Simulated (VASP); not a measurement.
Given:

```
PbF2
1.0
    0.00000     3.04849     3.04849
    3.04849     0.00000     3.04849
    3.04849     3.04849     0.00000
Pb F
1 2
Direct
  0.00000   0.00000   0.00000
  0.25000   0.25000   0.25000
  0.75000   0.75000   0.75000
```

Level of theory: PBE GGA with D3 dispersion (zero damping), VASP's PBE PAW potentials (set 64) (plane waves; VASP). Run with 520 eV cut-off, 7×7×7 Γ-centred mesh, Gaussian smearing of 0.050 eV, potentials Pb_d F.

Question: Give the stress tensor in GPa (positive for a compressed cell).

Answer: 
```
-3.33   0.00   0.00
 0.00  -3.33   0.00
 0.00   0.00  -3.33
```
The pressure is its mean diagonal, -3.33 GPa.

The compound is PbF2 in the fluorite structure, the β form. This cell is one point of a volume scan, at 1.06 of the reference volume.
